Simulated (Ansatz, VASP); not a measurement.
## Cross-check of AlN between VASP and Ansatz

Aim: how closely do two programs agree when they are given the same cell, functional and k mesh? The cell is taken from a series of runs on this material, whose earlier steps may have relaxed, scaled, displaced or heated it; both programs get it as it stands.

Calculated with Ansatz 0.2.0; plane waves, with VASP 6.6.1 beside it; relaxation of cell and atoms at r2SCAN.

### Step 1. The structure

Symmetry: F-43m, No. 216, cubic system. Conventional cell: a = 4.380 Å, b = 4.380 Å, c = 4.380 Å, α = 90.00°, β = 90.00°, γ = 90.00°. Nearest to Al lie 4 N at 1.90 Å. Nearest to N lie 4 Al at 1.90 Å. Farther neighbours and most contacts between anions are not listed.

As a file:

```cif
data_structure
_symmetry_space_group_name_H-M 'P 1'
_symmetry_Int_Tables_number 1
_cell_length_a 3.0971
_cell_length_b 3.0971
_cell_length_c 3.0971
_cell_angle_alpha 60.000
_cell_angle_beta 60.000
_cell_angle_gamma 60.000
_cell_volume 21.01
loop_
_atom_site_label
_atom_site_type_symbol
_atom_site_fract_x
_atom_site_fract_y
_atom_site_fract_z
_atom_site_occupancy
Al1 Al 0.00000 0.00000 0.00000 1
N2 N 0.75000 0.75000 0.75000 1
```

### Step 2. VASP: relaxation of cell and atoms, r2SCAN

The relaxed volume is the usual yardstick between codes: in a stiff, nearly cubic crystal its relative difference is about their pressure difference at one cell divided by the bulk modulus.

Lines of VASP's logs that name or quote its potential files are left out, and so is its time.

Input file INCAR:

```
SYSTEM = AlN
PREC = Accurate
ENCUT = 660
EDIFF = 1E-07
NELM = 120
ISMEAR = -1
SIGMA = 0.02
LREAL = .FALSE.
ALGO = Normal
METAGGA = R2SCAN
LASPH = .TRUE.
NBANDS = 10
LORBIT = 11
LWAVE = .FALSE.
LCHARG = .FALSE.
ISIF = 3
IBRION = 2
NSW = 80
EDIFFG = -0.005
GGA_COMPAT = .FALSE.
NELMIN = 4
EFERMI = MIDGAP
LMIXTAU = .TRUE.
```

Input file POSCAR:

```
AlN
1.0
    0.0000000000      2.1900000000      2.1900000000
    2.1900000000      0.0000000000      2.1900000000
    2.1900000000      2.1900000000      0.0000000000
Al N
1 1
Direct
    0.0000000000      0.0000000000      0.0000000000
    0.7500000000      0.7500000000      0.7500000000
```

Input file KPOINTS:

```
Automatic mesh
0
Gamma
11 11 11
0 0 0
```

Potentials, in the order of the species: Al and N (PBE family, release 64).

Launch:

```
> mpirun -np 1 vasp_std
```

Numbers of over 12 decimals in the logs are rounded to 6 here.

The log of the run:

```text
[banner, memory and clock lines left out]
running    1 mpi-ranks, on    1 nodes
 distrk:  each k-point on    1 cores,    1 groups
 distr:  one band on    1 cores,    1 groups

 POSCAR found type information on POSCAR AlN
 POSCAR found :  2 types and       2 ions
|                                                                             |
|               ----> ADVICE to this user running VASP <----                  |
|                                                                             |
|     You enforced a specific xc type in the INCAR file but a different       |
|     [... a line on the potential file left out ...]
|     I HOPE YOU KNOW WHAT YOU ARE DOING!                                     |
|                                                                             |

 LDA part: xc-table for (None), standard interpolation
 POSCAR, INCAR and KPOINTS ok, starting setup
 FFT: planning ... GRIDC
 FFT: planning ... GRID_SOFT
 FFT: planning ... GRID
 WAVECAR not read
 entering main loop
       N       E                     dE             d eps       ncg     rms          rms(c)
DAV:   1     0.111751028930E+02    0.11175E+02   -0.45878E+03  1128   0.848E+02
DAV:   2    -0.222396731224E+02   -0.33415E+02   -0.32283E+02  1324   0.180E+02
DAV:   3    -0.234971754165E+02   -0.12575E+01   -0.12556E+01  1360   0.333E+01
DAV:   4    -0.235048987228E+02   -0.77233E-02   -0.77226E-02  1306   0.274E+00
DAV:   5    -0.235049986484E+02   -0.99926E-04   -0.99925E-04  1312   0.311E-01    0.883E+00
DAV:   6    -0.188562177029E+02    0.46488E+01   -0.81546E+00  1324   0.177E+01    0.394E+00
DAV:   7    -0.193085624491E+02   -0.45234E+00   -0.11469E+00  1252   0.702E+00    0.224E+00
DAV:   8    -0.187293709704E+02    0.57919E+00   -0.86753E-01  1132   0.631E+00    0.160E+00
DAV:   9    -0.191467088977E+02   -0.41734E+00   -0.24395E-01  1122   0.469E+00    0.711E-01
DAV:  10    -0.191661130512E+02   -0.19404E-01   -0.38280E-02  1144   0.135E+00    0.362E-01
DAV:  11    -0.191661885175E+02   -0.75466E-04   -0.70097E-04  1280   0.265E-01    0.340E-01
DAV:  12    -0.191665861194E+02   -0.39760E-03   -0.59451E-05  1240   0.481E-02    0.350E-01
DAV:  13    -0.191781708247E+02   -0.11585E-01   -0.61110E-03  1122   0.588E-01    0.294E-01
DAV:  14    -0.191781134761E+02    0.57349E-04   -0.13294E-04  1244   0.119E-01    0.282E-01
[...]
DAV:  23    -0.191779563402E+02    0.92033E-05   -0.31673E-05  1286   0.406E-02    0.669E-02
DAV:  24    -0.191779499847E+02    0.63555E-05   -0.43723E-06  1320   0.182E-02    0.297E-02
DAV:  25    -0.191779507462E+02   -0.76154E-06   -0.45156E-06  1384   0.143E-02    0.755E-03
DAV:  26    -0.191779482060E+02    0.25402E-05   -0.16897E-07  1134   0.499E-03    0.938E-04
DAV:  27    -0.191779486997E+02   -0.49373E-06   -0.54799E-08   580   0.158E-03    0.437E-04
DAV:  28    -0.191779481540E+02    0.54567E-06   -0.10054E-08   578   0.912E-04    0.352E-04
DAV:  29    -0.191779483439E+02   -0.18984E-06   -0.11039E-09   576   0.439E-04    0.538E-05
DAV:  30    -0.191779482903E+02    0.53554E-07   -0.44890E-10   572   0.168E-04
   1 F= -.19177948E+02 E0= -.19177948E+02  d E =-.191779E+02
 curvature:   0.00 expect dE= 0.000E+00 dE for cont linesearch  0.000E+00
 trial: gam= 0.00000 g(F)=  0.145E-49 g(S)=  0.411E-02 ort = 0.000E+00 (trialstep = 0.100E+01)
 search vector abs. value=  0.411E-02
 bond charge predicted
       N       E                     dE             d eps       ncg     rms          rms(c)
DAV:   1    -0.191842125973E+02   -0.62643E-02   -0.15969E-01  1144   0.312E+00    0.547E-01
DAV:   2    -0.191776065973E+02    0.66060E-02   -0.32487E-02  1182   0.117E+00    0.180E-01
DAV:   3    -0.191777973534E+02   -0.19076E-03   -0.15724E-03  1138   0.378E-01    0.507E-02
DAV:   4    -0.191778884568E+02   -0.91103E-04   -0.90807E-05  1130   0.112E-01    0.203E-02
DAV:   5    -0.191777751321E+02    0.11332E-03   -0.79766E-05  1136   0.116E-01    0.107E-02
DAV:   6    -0.191778900599E+02   -0.11493E-03   -0.33665E-05  1130   0.816E-02    0.828E-03
DAV:   7    -0.191778565515E+02    0.33508E-04   -0.10371E-05  1138   0.357E-02    0.480E-03
DAV:   8    -0.191778690486E+02   -0.12497E-04   -0.14082E-06  1172   0.122E-02    0.613E-04
DAV:   9    -0.191778663284E+02    0.27202E-05   -0.10426E-07  1150   0.308E-03    0.485E-04
DAV:  10    -0.191778667667E+02   -0.43832E-06   -0.54052E-09   574   0.710E-04    0.455E-04
DAV:  11    -0.191778678315E+02   -0.10648E-05   -0.43820E-09   566   0.944E-04    0.653E-05
DAV:  12    -0.191778679568E+02   -0.12535E-06   -0.65172E-10   566   0.312E-04    0.802E-05
DAV:  13    -0.191778679121E+02    0.44746E-07   -0.42514E-11   566   0.727E-05
   2 F= -.19177868E+02 E0= -.19177868E+02  d E =0.803782E-04
 trial-energy change:    0.000080  1 .order    0.000009   -0.004110    0.004128
 step:   0.4859(harm=  0.4989)  dis= 0.00000  next Energy=   -19.178939 (dE=-0.990E-03)
 bond charge predicted
       N       E                     dE             d eps       ncg     rms          rms(c)
DAV:   1    -0.191805217557E+02   -0.26538E-02   -0.42090E-02  1148   0.159E+00    0.281E-01
DAV:   2    -0.191788121412E+02    0.17096E-02   -0.87675E-03  1170   0.605E-01    0.911E-02
DAV:   3    -0.191789631118E+02   -0.15097E-03   -0.41172E-04  1140   0.194E-01    0.261E-02
DAV:   4    -0.191789102112E+02    0.52901E-04   -0.24554E-05  1130   0.583E-02    0.101E-02
DAV:   5    -0.191789743972E+02   -0.64186E-04   -0.20923E-05  1138   0.597E-02    0.540E-03
DAV:   6    -0.191789301582E+02    0.44239E-04   -0.87269E-06  1130   0.414E-02    0.422E-03
DAV:   7    -0.191789499841E+02   -0.19826E-04   -0.28121E-06  1138   0.184E-02    0.240E-03
DAV:   8    -0.191789441946E+02    0.57895E-05   -0.36940E-07  1170   0.632E-03    0.308E-04
DAV:   9    -0.191789457624E+02   -0.15679E-05   -0.28165E-08   588   0.163E-03    0.224E-04
DAV:  10    -0.191789451114E+02    0.65104E-06   -0.67290E-09   566   0.811E-04    0.244E-04
DAV:  11    -0.191789448953E+02    0.21606E-06   -0.34546E-09   566   0.479E-04    0.269E-05
DAV:  12    -0.191789449026E+02   -0.72159E-08   -0.31928E-10   566   0.215E-04
   3 F= -.19178945E+02 E0= -.19178945E+02  d E =-.996612E-03
 curvature:  -0.25 expect dE=-0.135E-05 dE for cont linesearch -0.135E-05
 trial: gam=-0.03500 g(F)=  0.974E-49 g(S)=  0.542E-05 ort = 0.149E-03 (trialstep = 0.897E+00)
 search vector abs. value=  0.725E-08
 reached required accuracy - stopping structural energy minimisation
```

From OUTCAR (step 2):

```text
ion  position               nearest neighbor table
   1  0.000  0.000  0.000-   2 1.90   2 1.90   2 1.90   2 1.90
   2  0.750  0.750  0.750-   1 1.90   1 1.90   1 1.90   1 1.90

  LATTYP: Found a face centered cubic cell.
 ALAT       =     4.3800000000

 Subroutine GETGRP returns: Found 24 space group operations
 (whereof 24 operations were pure point group operations)

The static configuration has the point symmetry T_d .

 Found     56 irreducible k-points:

   k-points           NKPTS =     56   k-points in BZ     NKDIM =     56   number of bands    NBANDS=     10

   dimension x,y,z NGX =    28 NGY =   28 NGZ =   28
   dimension x,y,z NGXF=    56 NGYF=   56 NGZF=   56

   ENCUT  =  660.0 eV  48.51 Ry    6.96 a.u.   6.49  6.49  6.49*2*pi/ulx,y,z

   NELECT =       8.0000    total number of electrons

 k-points in reciprocal lattice and weights: Automatic mesh
   0.00000000  0.00000000  0.00000000       0.001
   0.09090909  0.00000000  0.00000000       0.006
   0.18181818  0.00000000  0.00000000       0.006
   0.27272727  0.00000000  0.00000000       0.006
   0.36363636  0.00000000  0.00000000       0.006
   0.45454545  0.00000000  0.00000000       0.006
   0.09090909  0.09090909  0.00000000       0.005
   0.18181818  0.09090909  0.00000000       0.018
   0.27272727  0.09090909  0.00000000       0.018
[...]
-0.36363636  0.45454545  0.18181818       0.018
  -0.27272727  0.45454545  0.18181818       0.018

 average (electrostatic) potential at core
       1 -74.5218       2 -62.7660

 E-fermi :   7.7251

 k-point     1 :       0.0000    0.0000    0.0000
  band No.  band energies     occupation
      1     -10.0487      2.00000
      2       5.6944      2.00000
      3       5.6944      2.00000
      4       5.6944      2.00000
      5      10.5882      0.00000
      6      19.2175      0.00000
      7      19.2175      0.00000
      8      19.2175      0.00000
      9      24.2297      0.00000
    ...

 k-point     2 :       0.0909    0.0000    0.0000
  band No.  band energies     occupation
      1      -9.9271      2.00000
      2       5.0177      2.00000
      3       5.6512      2.00000
      4       5.6512      2.00000
      5      11.1484      0.00000
      6      18.8985      0.00000
      7      19.3402      0.00000
      8      19.3402      0.00000
      9      23.1234      0.00000
    ...

 k-point     3 :       0.1818    0.0000    0.0000
  band No.  band energies     occupation
      1      -9.5788      2.00000
      2       3.5840      2.00000
      3       5.5397      2.00000
      4       5.5397      2.00000
      5      12.2085      0.00000
      6      18.1976      0.00000
      7      19.3308      0.00000
      8      19.3308      0.00000
      9      22.4593      0.00000
    ...

  Total       -0.0086545     -0.0086545     -0.0086545      0.0000000      0.0000000      0.0000000
  in kB       -0.6656319     -0.6656319     -0.6656319      0.0000000      0.0000000      0.0000000
  external PRESSURE =      -0.6656319 kB  Pullay stress =       0.0000000 kB

  energy-cutoff  :      660.00
  volume of cell :       20.83
      direct lattice vectors                 reciprocal lattice vectors
    -0.000000000  2.183882718  2.183882718    -0.228950024  0.228950024  0.228950024
     2.183882718  0.000000000  2.183882718     0.228950024 -0.228950024  0.228950024
     2.183882718  2.183882718  0.000000000     0.228950024  0.228950024 -0.228950024

 POSITION                                       TOTAL-FORCE (eV/Angst)
 -----------------------------------------------------------------------------------
     -0.00000      0.00000      0.00000         0.000000      0.000000     -0.000000
      3.27582      3.27582      3.27582        -0.000000     -0.000000      0.000000
 -----------------------------------------------------------------------------------
    total drift:                               -0.000000     -0.000000     -0.000000

  FREE ENERGIE OF THE ION-ELECTRON SYSTEM (eV)
  ---------------------------------------------------
  free  energy   TOTEN  =       -19.1789449026 eV

  energy  without entropy=      -19.1789449026  energy(sigma->0) =      -19.17894490

 reached required accuracy - stopping structural energy minimisation

 total charge
# of ion       s       p       d       tot
------------------------------------------
    1        0.369   0.454   0.000   0.823
    2        1.228   2.662   0.000   3.890
--------------------------------------------------
tot          1.597   3.116   0.000   4.713

[... 3 further parts left out ...]
```

The run keeps the 24 symmetry operations of its start, so it cannot find a distortion of lower symmetry.

(Continued in part 2 of 2.)

[Lines on the potential files, build, host, timing and source positions are cut from VASP's logs without a mark.]

[Logs are printed without paths, hosts, clocks, repeated set-up lines and the standing remarks that a program may print on its own settings, such as how far it seeks lower states.]

[Hosts, paths, dates, database ids (printed as entryN), source tags and the programs' standing remarks are cut or masked in the printed files.]
